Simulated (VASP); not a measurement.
```yaml
crystal:
  lattice:
    - [3.88563, 0.00000, 0.00000]
    - [-1.94281, 3.36505, 0.00000]
    - [0.00000, 0.00000, 6.26833]
  atoms:
    - { symbol: Te, position: [0.00000, 0.00000, 0.00000] }
    - { symbol: Se, position: [0.33333, 0.66667, 0.25200] }
    - { symbol: Se, position: [0.66667, 0.33333, 0.74800] }
```

The base run (VASP): PBE GGA, plane waves, VASP's PBE PAW potentials (set 64). Settings: 400 eV cut-off, 6×6×3 Γ-centred mesh, Gaussian smearing of 0.050 eV, potentials Te Se.

One setting is varied; ΔE counts from the most expensive setting. The base run took about 20 core-seconds. The timings are rough (shared machines, no repeats); factors under 2 mean little.

Pressures at a finite cut-off, here 400 eV, hold a Pulay part, which wasn't tested here.

```tsv
setting	cost over the base run	electronic steps	ΔE (meV/atom)	pressure (GPa)
KGAMMA = .TRUE., KSPACING = 0.5, KPOINTS file removed	about 1/2	13	5.6	6.49
KGAMMA = .TRUE., KSPACING = 0.8, KPOINTS file removed	within a factor of 2	14	-18.8	5.97
KGAMMA = .FALSE., KSPACING = 0.6, KPOINTS file removed	within a factor of 2	13	-2.4	6.67
base run	reference	13	5.8	6.72
KGAMMA = .TRUE., KSPACING = 0.3, KPOINTS file removed	within a factor of 2	13	2.2	6.67
KGAMMA = .TRUE., KSPACING = 0.2, KPOINTS file removed	about 2 times	13	0.0	6.62
```

Left out are runs that failed, have no time on record or changed the cell.

The structure was generated: TeSe2 was put into the CdI2 type (P-3m1), which need not be its known phase. The cell was not relaxed at this level.
